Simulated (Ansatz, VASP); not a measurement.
# Al22Ga16O57 (partly crystallised 42Ga2O3-58Al2O3 (mol %)): VASP beside Ansatz, part 2 of 3

One calculation is typed for both programs; each brings its own data sets. How far apart do they land? The cell is taken from a series of runs on this material, whose earlier steps may have relaxed, scaled, displaced or heated it; both programs get it as it stands.

VASP 6.6.1 and Ansatz 0.2.0.

So far. Step 2 (VASP: single point, RPBE, pair 1): The run ends at a pressure of 12.14 GPa, with forces up to 2.1 eV/Å.

## (5) VASP: single point, RPBE, pair 2

Level of this step: RPBE; plane waves and PAW (Ga_d, Al, O) (VASP).

A single point gives forces, pressure and levels at one fixed geometry, so differences don't come from the geometry; what else differs is listed under the comparison.

Contents of INCAR:

```
SYSTEM = Al22Ga16O57
PREC = Accurate
ENCUT = 600
EDIFF = 1E-06
NELM = 120
ISMEAR = 0
SIGMA = 0.025
LREAL = Auto
ALGO = Normal
GGA = RP
NBANDS = 376
LORBIT = 11
LWAVE = .FALSE.
LCHARG = .FALSE.
ISIF = 2
LASPH = .TRUE.
GGA_COMPAT = .FALSE.
EFERMI = MIDGAP
NCORE = 2
```

Contents of POSCAR:

```
Al22Ga16O57
1.0
    9.8198500000      0.0000000000      0.0000000000
    0.0000000000      9.8198500000      0.0000000000
    0.0000000000      0.0000000000      9.8198500000
Ga Al O
16 22 57
Direct
    0.4409700000      0.9214700000      0.6910900000
    0.2209400000      0.6965300000      0.7397800000
    0.7126200000      0.0424300000      0.8812900000
    0.1921500000      0.8127700000      0.0239200000
    0.0315600000      0.4584300000      0.3084600000
    0.5791800000      0.9887700000      0.4094000000
    0.9654600000      0.0615600000      0.1179000000
    0.2781700000      0.0353300000      0.2245200000
    0.5638900000      0.4753000000      0.3684300000
    0.7264900000      0.5882900000      0.8432500000
    0.7590000000      0.4768800000      0.1113500000
    0.7766400000      0.7017800000      0.3747600000
    0.0131900000      0.5213600000      0.9662100000
    0.0309600000      0.2343900000      0.5511400000
    0.9328800000      0.2820800000      0.8163600000
    0.9395700000      0.8056000000      0.8438300000
    0.1383200000      0.0224200000      0.8025600000
    0.7307100000      0.8056300000      0.6334900000
    0.6254000000      0.3302900000      0.8673700000
    0.6803100000      0.2712000000      0.6004800000
    0.1544700000      0.2597400000      0.9939400000
    0.4013700000      0.4677500000      0.9292800000
    0.0620000000      0.7766700000      0.2770300000
    0.8879600000      0.0116700000      0.4407400000
    0.3460800000      0.7432200000      0.4258100000
    0.9577100000      0.5500400000      0.5970400000
    0.1527000000      0.9237300000      0.5418200000
    0.5760300000      0.2283000000      0.1699800000
    0.4303600000      0.1385500000      0.9404800000
    0.2790900000      0.4581800000      0.6099600000
[... 59 atom lines left out ...]
    0.8040100000      0.9765900000      0.0362800000
    0.8302900000      0.6981500000      0.9749500000
    0.7991300000      0.9128500000      0.7676000000
    0.9688800000      0.3015000000      0.3804200000
    0.0248000000      0.1369300000      0.7218600000
    0.6515400000      0.8529000000      0.2891600000
```

Contents of KPOINTS:

```
Automatic mesh
0
Gamma
1 1 1
0 0 0
```

Potentials, in the order of the species: Ga_d, Al and O (PBE family, release 64).

Command:

```console
$ mpirun -np 8 vasp_gam
```

Numbers of over 12 decimals in the logs are rounded to 6 here.

The log of the run:

```text
[banner, memory and clock lines left out]
running    8 mpi-ranks, on    1 nodes
[...]
[... a notice as in an earlier step ...]

 LDA part: xc-table for (Slater+PW92), standard interpolation
 POSCAR, INCAR and KPOINTS ok, starting setup
[...]
entering main loop
       N       E                     dE             d eps       ncg     rms          rms(c)
DAV:   1     0.172604576420E+05    0.17260E+05   -0.25474E+05   784   0.300E+03
DAV:   2     0.396179208619E+04   -0.13299E+05   -0.12463E+05   760   0.929E+02
DAV:   3    -0.159655908046E+03   -0.41214E+04   -0.38708E+04  1024   0.373E+02
DAV:   4    -0.663203696930E+03   -0.50355E+03   -0.49595E+03  1032   0.139E+02
[...]
DAV:  17    -0.597906430723E+03   -0.15877E-04   -0.16793E-04   912   0.384E-02    0.894E-03
DAV:  18    -0.597906432632E+03   -0.19084E-05   -0.19814E-05  1120   0.257E-02    0.801E-03
DAV:  19    -0.597906432534E+03    0.97585E-07   -0.97755E-06   848   0.140E-02
   1 F= -.59790643E+03 E0= -.59790643E+03  d E =0.000000E+00
```

From OUTCAR (step 5):

```text
  Total       54.6266135     65.0039674     81.9870418      2.7914763      0.9393990      8.5559016
  in kB       92.4273069    109.9856142    138.7206891      4.7231308      1.5894473     14.4764408
  external PRESSURE =     113.7112034 kB  Pullay stress =       0.0000000 kB

 POSITION                                       TOTAL-FORCE (eV/Angst)
 -----------------------------------------------------------------------------------
      4.33026      9.04870      6.78640         0.035275      0.072249     -0.043402
      2.16960      6.83982      7.26453         0.015046     -0.066694     -0.058101
      6.99782      0.41666      8.65414         0.076078      0.052077      0.058560
      1.88688      7.98128      0.23489         0.027915      0.035135      0.092803
      0.30991      4.50171      3.02903        -0.036453     -0.153260      0.010842
      5.68746      9.70957      4.02025         0.065386      0.166199     -0.071799
      9.48067      0.60451      1.15776        -0.068720      0.121122      0.048148
      2.73159      0.34694      2.20475        -0.010487      0.132171     -0.002466
      5.53732      4.66737      3.61793         0.000803     -0.125128     -0.013255
      7.13402      5.77692      8.28059        -0.056575     -0.041437     -0.064290
      7.45327      4.68289      1.09344        -0.038174     -0.180778      0.128273
      7.62649      6.89137      3.68009        -0.000867      0.032813     -0.018249
      0.12952      5.11968      9.48804         0.051715     -0.077098      0.028512
[...]
-----------------------------------------------------------------------------------
    total drift:                                0.016822      0.001362      0.015328

  FREE ENERGIE OF THE ION-ELECTRON SYSTEM (eV)
  ---------------------------------------------------
  free  energy   TOTEN  =      -597.9064325341 eV

  energy  without entropy=     -597.9064325341  energy(sigma->0) =     -597.90643253

[... 1 part as in an earlier step ...]

[... 2 further parts left out ...]
[key lines of the parts left out:]
E-fermi :   6.5761
```

The run ends at a pressure of 11.37 GPa, with forces up to 0.22 eV/Å.

## (6) Ansatz: single point, RPBE, pair 2

The same cell, functional, mesh and smearing now go to Ansatz, which takes its cutoff from its data sets.

The cell is taken from a series of runs on this material, whose earlier steps may have relaxed, scaled, displaced or heated it; both programs get it as it stands.

Contents of input.yaml:

```yaml
crystal:
  lattice:
    - [9.81985, 0.0, 0.0]
    - [0.0, 9.81985, 0.0]
    - [0.0, 0.0, 9.81985]
  atoms:
    - { symbol: Ga, position: [0.44097, 0.92147, 0.69109] }
    - { symbol: Ga, position: [0.22094, 0.69653, 0.73978] }
    - { symbol: Ga, position: [0.71262, 0.04243, 0.88129] }
    - { symbol: Ga, position: [0.19215, 0.81277, 0.02392] }
    - { symbol: Ga, position: [0.03156, 0.45843, 0.30846] }
    - { symbol: Ga, position: [0.57918, 0.98877, 0.4094] }
    - { symbol: Ga, position: [0.96546, 0.06156, 0.1179] }
    - { symbol: Ga, position: [0.27817, 0.03533, 0.22452] }
    - { symbol: Ga, position: [0.56389, 0.4753, 0.36843] }
    - { symbol: Ga, position: [0.72649, 0.58829, 0.84325] }
    - { symbol: Ga, position: [0.759, 0.47688, 0.11135] }
    - { symbol: Ga, position: [0.77664, 0.70178, 0.37476] }
    - { symbol: Ga, position: [0.01319, 0.52136, 0.96621] }
    - { symbol: Ga, position: [0.03096, 0.23439, 0.55114] }
    - { symbol: Ga, position: [0.93288, 0.28208, 0.81636] }
    - { symbol: Ga, position: [0.93957, 0.8056, 0.84383] }
    - { symbol: Al, position: [0.13832, 0.02242, 0.80256] }
    - { symbol: Al, position: [0.73071, 0.80563, 0.63349] }
    - { symbol: Al, position: [0.6254, 0.33029, 0.86737] }
    - { symbol: Al, position: [0.68031, 0.2712, 0.60048] }
    - { symbol: Al, position: [0.15447, 0.25974, 0.99394] }
    - { symbol: Al, position: [0.40137, 0.46775, 0.92928] }
    - { symbol: Al, position: [0.062, 0.77667, 0.27703] }
    - { symbol: Al, position: [0.88796, 0.01167, 0.44074] }
    - { symbol: Al, position: [0.34608, 0.74322, 0.42581] }
    - { symbol: Al, position: [0.95771, 0.55004, 0.59704] }
    - { symbol: Al, position: [0.1527, 0.92373, 0.54182] }
    - { symbol: Al, position: [0.57603, 0.2283, 0.16998] }
    - { symbol: Al, position: [0.43036, 0.13855, 0.94048] }
    - { symbol: Al, position: [0.27909, 0.45818, 0.60996] }
[... 59 atom lines left out ...]
    - { symbol: O, position: [0.80401, 0.97659, 0.03628] }
    - { symbol: O, position: [0.83029, 0.69815, 0.97495] }
    - { symbol: O, position: [0.79913, 0.91285, 0.7676] }
    - { symbol: O, position: [0.96888, 0.3015, 0.38042] }
    - { symbol: O, position: [0.0248, 0.13693, 0.72186] }
    - { symbol: O, position: [0.65154, 0.8529, 0.28916] }
kpoints:
  mp_grid: { grid: [1, 1, 1] }
hamiltonian:
  xc: rpbe
scf:
  occupations: { method: gaussian, width: 0.025 }
output:
  forces: true
  stress: true
  populations: intrinsic
  dos:
    method: { smearing: { sigma: 0.08 } }
    de: 0.1
    projected: { site_lists: { Al: [Al], Ga: [Ga], O: [O] } }
  eigenvalues: true
```

Command:

```console
$ ansatz run input.yaml --threads 4 --pin off --max-ram 8192MiB --backend cpu --events-out ev --progress --plain --runs-dir out
```

The log of the run:

```text
[...]
Crystal: 95 atoms, lattice volume = 946.923 Å³
Basis set: ecut = 420 eV, 18613 PW (Γ), exchange–correlation on 144×144×144 points (8 copies of the dense FFT grid, shifted against one another)
Bands: 403, of which v1, the nominal top of the filled ones, is band 308 counted from 1 (307 counted from 0)
Symmetry: 1 space group operations
[...]
k-points: 1
[...]
--- intrinsic populations: 95 sites ---
  site symbol       q [e]
     0     Ga     11.9569
     1     Ga     11.9651
     2     Ga     11.9027
     3     Ga     11.9532
     4     Ga     11.9559
     5     Ga     11.9543
     6     Ga     11.9076
     7     Ga     11.9363
[...]
91      O      6.7550
    92      O      6.7402
    93      O      6.7946
    94      O      6.7946
  spilling = 0.000000 (of n_electrons = 616.000000)
[key lines of the parts left out:]
SCF converged after 10 iterations
Free energy (F): -105026.677238 eV
Fermi energy:    9.281457 eV
P = ⅓ Tr σ = 11.7458 GPa (117.458 kbar)
```

## (7) Comparison

What differs besides the data sets and the points named for the pairs above, as far as they apply: the cutoff is 420 eV in Ansatz and 600 eV in VASP (PREC = Accurate, projectors in real space). Total energies have different zeros and are not compared.

Both answers:

| quantity | Ansatz | VASP | difference |
| --- | --- | --- | --- |
| pressure (GPa) | 11.75 | 11.37 | +0.37 |
| gap on the k mesh (eV) | 2.706 | 2.681 | +0.025 |

Forces on 9 of the 95 atoms, those with the largest forces and the largest differences (eV/Å; atoms numbered as in POSCAR):

```
atom          Ansatz x, y, z            VASP x, y, z
 Ga6    0.029, 0.083, -0.079    0.065, 0.166, -0.072
Ga11   -0.028, -0.147, 0.075   -0.038, -0.181, 0.128
 O40    -0.118, 0.153, 0.074    -0.063, 0.153, 0.087
 O41     0.034, 0.011, 0.034     0.017, 0.091, 0.020
 O50  -0.025, -0.106, -0.166  -0.061, -0.082, -0.129
 O53    -0.005, 0.028, 0.115     0.015, 0.005, 0.041
 O57    0.110, -0.158, 0.074    0.086, -0.144, 0.037
 O65     0.174, 0.094, 0.016    0.114, 0.067, -0.005
 O81    -0.186, 0.079, 0.003   -0.164, 0.075, -0.020
```

The forces differ by 25 meV/Å r.m.s., which is 44.6 % of the r.m.s. force of 0.056 eV/Å (both taken over all components). A gap on the mesh is an upper bound, since the band edges may lie between its points.

## (8) VASP: single point, RPBE, pair 3

A single point gives forces, pressure and levels at one fixed geometry, so differences don't come from the geometry; what else differs is listed under the comparison.

INCAR is that of step 5.

Contents of POSCAR:

```
Al22Ga16O57
1.0
    9.8198500000      0.0000000000      0.0000000000
    0.0000000000      9.8198500000      0.0000000000
    0.0000000000      0.0000000000      9.8198500000
Ga Al O
16 22 57
Direct
    0.4389900000      0.9205000000      0.6915900000
    0.2213800000      0.6955900000      0.7398400000
    0.7128600000      0.0424900000      0.8814800000
    0.1939100000      0.8100300000      0.0217200000
    0.0315400000      0.4594800000      0.3066000000
    0.5759900000      0.9852700000      0.4109900000
    0.9699600000      0.0589500000      0.1131500000
    0.2793800000      0.0343000000      0.2237300000
    0.5618800000      0.4789000000      0.3676000000
    0.7266400000      0.5887100000      0.8428900000
    0.7578400000      0.4769300000      0.1119100000
    0.7769300000      0.7020600000      0.3753500000
    0.0110900000      0.5225600000      0.9659800000
    0.0310200000      0.2323600000      0.5527800000
    0.9332700000      0.2819500000      0.8165800000
    0.9408000000      0.8053100000      0.8425300000
    0.1397500000      0.0220400000      0.8026100000
    0.7290100000      0.8051100000      0.6348600000
    0.6285800000      0.3307400000      0.8691500000
    0.6808000000      0.2752200000      0.6019800000
    0.1558100000      0.2609000000      0.9930500000
    0.4027500000      0.4681700000      0.9287700000
    0.0627300000      0.7785400000      0.2762100000
    0.8850500000      0.0122200000      0.4427900000
    0.3452300000      0.7410300000      0.4263600000
    0.9579700000      0.5501500000      0.5972100000
    0.1510300000      0.9229700000      0.5419500000
    0.5764900000      0.2271500000      0.1703400000
    0.4309000000      0.1376900000      0.9404700000
    0.2784300000      0.4580400000      0.6097300000
[... 59 atom lines left out ...]
    0.8046100000      0.9772700000      0.0387200000
    0.8314000000      0.6977600000      0.9748000000
    0.7988700000      0.9120500000      0.7696000000
    0.9698000000      0.3004900000      0.3793900000
    0.0251900000      0.1366000000      0.7231800000
    0.6509100000      0.8536400000      0.2895100000
```

KPOINTS is that of step 5.

Command:

```console
$ mpirun -np 8 vasp_gam
```

The log of the run:

```text
[... set-up lines as in an earlier step ...]
 entering main loop
       N       E                     dE             d eps       ncg     rms          rms(c)
DAV:   1     0.171592522198E+05    0.17159E+05   -0.25693E+05   816   0.300E+03
DAV:   2     0.400219387568E+04   -0.13157E+05   -0.12232E+05   760   0.939E+02
DAV:   3    -0.138417906535E+03   -0.41406E+04   -0.38675E+04  1008   0.373E+02
DAV:   4    -0.663424894644E+03   -0.52501E+03   -0.51728E+03  1056   0.142E+02
[...]
DAV:  18    -0.597666754014E+03   -0.73765E-06   -0.13461E-05   888   0.297E-02    0.572E-03
DAV:  19    -0.597666754177E+03   -0.16252E-06   -0.10717E-05   880   0.126E-02    0.273E-03
DAV:  20    -0.597666754286E+03   -0.10966E-06   -0.39846E-06   560   0.770E-03
   1 F= -.59766675E+03 E0= -.59766675E+03  d E =0.000000E+00
```

(Part 2 of 3 ends here.)

[Lines on the potential files, build, host, timing and source positions are cut from VASP's logs without a mark.]

[Logs are printed without paths, hosts, clocks, repeated set-up lines and the standing remarks that a program may print on its own settings, such as how far it seeks lower states.]

[Hosts, paths, dates, database ids (printed as entryN), source tags and the programs' standing remarks are cut or masked in the printed files.]
